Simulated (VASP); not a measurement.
Input:

```xyz
2
Lattice="0.0000 2.9709 2.9709 2.9709 0.0000 2.9709 2.9709 2.9709 0.0000" Properties=species:S:1:pos:R:3 pbc="T T T"
Pd     0.0000     0.0000     0.0000
Te     1.4854     1.4854     1.4854
```

The numbers are results of PBEsol GGA, VASP's PBE PAW potentials (set 64) (plane waves; VASP), not measurements. Numerical set-up: 400 eV cut-off, 12×12×12 Γ-centred mesh, tetrahedra with Blöchl corrections, potentials Pd Te.

Unless said otherwise, spin-orbit coupling is left out, though it shifts the bands of the heavy elements here.

Task: Predict the energy per atom (σ→0), band gap (on the k-mesh) with the smallest direct gap where there is one.

Result: 
```
Property                                                     Value
------------------------  ----------------------------------------
band gap (on the k-mesh)  none (metal, semimetal or under 0.01 eV)
energy per atom (σ→0)                               -4.856 eV/atom
```

Only differences to runs with the same potentials and settings are physical.

The structure was generated: PdTe was put into the zinc blende type (F-43m), which need not be its known phase. It was relaxed first, which changed the volume by -20 %.
